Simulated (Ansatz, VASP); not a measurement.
**Cross-check of TaN between VASP and Ansatz**

Wanted: the spread between two codes on one cell, functional and k mesh. The cell is taken from a series of runs on this material, whose earlier steps may have relaxed, scaled, displaced or heated it; both programs get it as it stands.

Main program and level: Ansatz 0.2.0; plane waves, with VASP 6.6.1 beside it; zone-centre phonons at PBEsol.

**1. The structure**

It takes space group P-6m2 (No. 187, hexagonal). The conventional cell has a = 2.946 Å, b = 2.946 Å, c = 2.756 Å, α = 90.00°, β = 90.00°, γ = 120.00°. N has 6 Ta at 2.19 Å nearest. Ta has 6 N at 2.19 Å nearest. Farther neighbours and most contacts between anions are not listed.

**2. Ansatz: zone-centre phonons, PBEsol**

Ansatz runs on its PAW soft_1 files.

Second derivatives magnify differences that forces hide, and they need a tight electronic threshold.

input.yaml

```yaml
crystal:
  lattice:
    - [2.9464691036, 0.0, 0.0]
    - [-1.4732345518, 2.5517170952, 0.0]
    - [0.0, 0.0, 2.7557823872]
  atoms:
    - { symbol: "N", position: [0.6666666678, 0.3333333322, 0.0] }
    - { symbol: Ta, position: [-1.1e-09, 1.1e-09, 0.5] }
kpoints:
  mp_grid: { grid: [18, 18, 16] }
hamiltonian:
  xc: pbesol
  pseudopotentials: { kind: paw, azcp: { folder: soft_1 }, xc_functional: pbe }
scf:
  occupations: { method: methfessel_paxton, width: 0.2 }
output:
  eigenvalues: true
phonons:
  method: dfpt
```

Started as:

```
$ ansatz run input.yaml --threads 4 --pin off --max-ram 10240MiB --backend cpu --events-out ev --progress --plain --runs-dir out
```

Numbers of over 12 decimals in the logs are rounded to 6 here.

The program printed:

```text
zone centre: on kpoints.mp_grid the ground state, and the responses unless they are solved on pairs of k-points, stand on 819 of the mesh's 5184 k-points, reduced under 4 symmetry operations, with k and −k counted as one. Each operation leaves every solved displacement unchanged or reverses it
Engine: ansatz 0.2.0, x86_64-unknown-linux-gnu
Pseudopotentials: kind: paw
Pseudopotential: N, paw, valence charge 5, recommended cutoff 420 eV (normal), soft_1/N.paw.azcp
Pseudopotential: Ta, paw, valence charge 13, recommended cutoff 420 eV (normal), soft_1/Ta.paw.azcp
Functional definition: PBEsol
  exchange = pbesol_x
  correlation = pbesol_c
Crystal: 2 atoms, lattice volume = 20.720 Å³
Basis set: ecut = 420 eV, 405 PW (Γ), exchange–correlation on 40×40×40 points (8 copies of the dense FFT grid, shifted against one another)
Bands: 13, of which v1, the nominal top of the filled ones, is band 9 counted from 1 (8 counted from 0)
Symmetry: 12 space group operations
k-points: 819 of 5184 (irreducible under 4 space group operations, time reversal used)
Non-local potential: N, projectors of the file, l = 0: 2, l = 1: 2, l = 2: 1
Non-local potential: Ta, projectors of the file, l = 0: 3, l = 1: 2, l = 2: 2, l = 3: 1
PAW form: soft (Blöchl's): semilocal exchange-correlation on the pseudo side does not see the compensation charge
PAW frozen core: N, regenerated for the run's functional, and the local potential with it (the file was generated under x = pbe(κ = 0.804, μ = 0.219515), c = pbe(β = 0.066725))
PAW frozen core: Ta, regenerated for the run's functional, and the local potential with it (the file was generated under x = pbe(κ = 0.804, μ = 0.219515), c = pbe(β = 0.066725))
PAW one-centre angular grid: N, 110 points (default); XC on 64 Gauss nodes
PAW one-centre angular grid: Ta, 590 points (default); XC on 64 Gauss nodes
Initial density: superposition of atomic densities (chi_scale 0.1, normalization cell, long waves kept (reshape's long-wave potential 0.00 eV rms))
Initial wavefunctions: pseudopotential atomic-orbital guess
Functional: x = pbesol(κ = 0.804, μ = 0.123457), c = pbesol(β = 0.046)
SCF iter   1: F=—  HF=-10188.478394 eV  |F-HF|=—  |Δ(HF+E_count)|=         —  Δρ=4.91e-2  dr2=2.66e-1  ethr=3.10e-3  ⟨swp⟩=5.0  Hψ=52828  notcnv=0
preconditioner: auto → none  [metal: Δε(μ)=0.023 eV  Ē_g=11.592 eV  σ=0.200 eV  W_gap=0.10  n_scr=8 (ndim 8)  ℏωp=25.8 eV  f_vac=0.000  D(μ)=0.06/eV (n_scr^D=0)  sad-step TF]
SCF iter   2: F=—  HF=-10188.477555 eV  |F-HF|=—  |Δ(HF+E_count)|=   8.38e-4  S|Δr|=    0.00e0  Δρ=3.09e-2  dr2=1.18e-1  ethr=1.48e-3  ⟨swp⟩=1.0  Hψ=17199  notcnv=0
SCF iter   3: F=—  HF=-10188.467798 eV  |F-HF|=—  |Δ(HF+E_count)|=   9.76e-3  S|Δr|=    0.00e0  Δρ=1.82e-3  dr2=2.61e-4  ethr=6.55e-4  ⟨swp⟩=2.2  Hψ=14000  notcnv=0
SCF iter   4: F=—  HF=-10188.467936 eV  |F-HF|=—  |Δ(HF+E_count)|=   1.38e-4  S|Δr|=    0.00e0  Δρ=4.34e-4  dr2=3.42e-5  ethr=1.45e-6  ⟨swp⟩=2.2  Hψ=15964  notcnv=0
SCF iter   5: F=—  HF=-10188.467930 eV  |F-HF|=—  |Δ(HF+E_count)|=   5.65e-6  S|Δr|=    0.00e0  Δρ=4.23e-5  dr2=1.33e-7  ethr=1.90e-7  ⟨swp⟩=2.1  Hψ=13836  notcnv=0
SCF iter   6: F=—  HF=-10188.467930 eV  |F-HF|=—  |Δ(HF+E_count)|=   2.03e-7  S|Δr|=    0.00e0  Δρ=9.33e-6  dr2=5.55e-9  ethr=7.37e-10  ⟨swp⟩=2.0  Hψ=17674  notcnv=0
SCF iter   7: F=—  HF=-10188.467930 eV  |F-HF|=—  |Δ(HF+E_count)|=  5.44e-10  S|Δr|=    0.00e0  Δρ=1.22e-6  dr2=1.63e-10  ethr=3.08e-11  ⟨swp⟩=2.5  Hψ=16392  notcnv=0
SCF iter   8: F=-10188.467930 eV  HF=-10188.467930 eV  |F-HF|=0.00e0  |Δ(HF+E_count)|=  3.46e-11  S|Δr|=    0.00e0  Δρ=1.15e-7  dr2=1.95e-12  ethr=1.00e-12  ⟨swp⟩=6.1  Hψ=47526  notcnv=0
SCF 1 converged in 8 iterations: F = -10188.467930 eV  dr2 = 1.95e-12
  greatest PAW one-centre occupation: 0.999 electrons in one spin orbital (limit 2), on the Ta atom at site 1 (counted from 0), in its partial waves of l = 0
DFPT response loops at Γ: preconditioner auto → Kerker (q_TF=auto, 2.665 Å⁻¹) (partly filled bands, converged f_vac=0.000); β = 1.00, the filter's whole step (`scf.mixing.beta` (0.50) is not read by the response loops under this deck's `scf.mixing.preconditioner`; to damp them name `kerker` or `kerker_dos`, under which they read `scf.mixing.beta`, and type it under 1.00, their step now; both keys bind the ground state too); Broyden in place of MSR1
SCF converged after 8 iterations
Stability not checked: this state was not tested for a lower state beside it, because cold or Methfessel-Paxton smearing, or corrected tetrahedra, fill the levels in a way that the test cannot read (fill_not_monotonic; see scf.lower_state_search)
Free energy (F): -10188.467930 eV
Harris-Foulkes:  -10188.467930 eV  (|F-HF|=0.00e0)
Internal energy: -10188.468965 eV  (E = F + TS)
E sigma→0 (E₀):  -10188.468189 eV
Entropy (-TS):   0.001035 eV (0.517 meV/atom)
Fermi energy:    20.824276 eV
--- Per-component energies (eV) ---
  E_band       = -41.323856
  E_kinetic    = 526.590294
  E_local      = -569.373671  (includes V_loc(G=0)·N_el)
  E_nonlocal   = 26.602769
  E_hartree    = 205.940412
  E_xc         = -380.007507
  E_vxc        = -311.467638  (∫ρ·V_xc dr)
  E_paw        = -8304.885444  (= ΣΔE_a)
  E_vpaw       = -125.557388  (= ΣTr[D̂ρ^β])
  E_aug_tail   = 0.000944  (compensation charges beyond the density's cutoff)
  E_ewald      = -1693.578574
  E_core_change = 0.241812  (= ΣΔE_core)
  E_smearing   = 0.001035  (= −TS)
  E_closure    = 0.000000  (closes the sum)
  Σ components = -10188.467930   (vs F -10188.467930, Δ=0.00e0)
--- Band table (eV; the first three rows and the last of 819) ---
  k-point 0: bands = [... 5 lower, 15.7357, 15.7357, 16.5349, 18.2180, 22.9607, 24.9176, 24.9176, 25.2258]
  k-point 1: bands = [... 5 lower, 15.7725, 15.7725, 16.3167, 18.3834, 23.1135, 24.1279, 24.1279, 25.8351]
  k-point 2: bands = [... 5 lower, 15.7135, 15.8777, 15.8777, 18.8964, 23.1760, 23.1760, 23.5174, 26.2331]
  k-point 818: bands = [... 5 lower, 12.8064, 13.7135, 16.6618, 19.9716, 24.9162, 26.4606, 27.2092, 28.3154]
--- Phonons (Γ-DFPT): 4 representative perturbations + reference, on 819 of 5184 k-points (Σ response iterations 12) ---
  k mesh reduced under 4 symmetry operations, with k and −k counted as one. Each operation leaves every solved displacement unchanged or reverses it
  ASR residual: 8.160e-5 → 0.000e0 eV/Å²; symmetrization residual: 1.995e-6 eV/Å²
  ASR residual per site (eV/Å²): 3.34e-5 8.16e-5
  Γ frequencies (cm⁻¹): 0.00 0.00 0.00 562.61 562.61 610.22
  non-analytic LO–TO correction: not included (Born effective charges unavailable; polar crystals: no LO–TO splitting at Γ)
```

(Continued in part 2 of 2.)

[Lines on the potential files, build, host, timing and source positions are cut from VASP's logs without a mark.]

[Logs are printed without paths, hosts, clocks, repeated set-up lines and the standing remarks that a program may print on its own settings, such as how far it seeks lower states.]

[Hosts, paths, dates, database ids (printed as entryN), source tags and the programs' standing remarks are cut or masked in the printed files.]
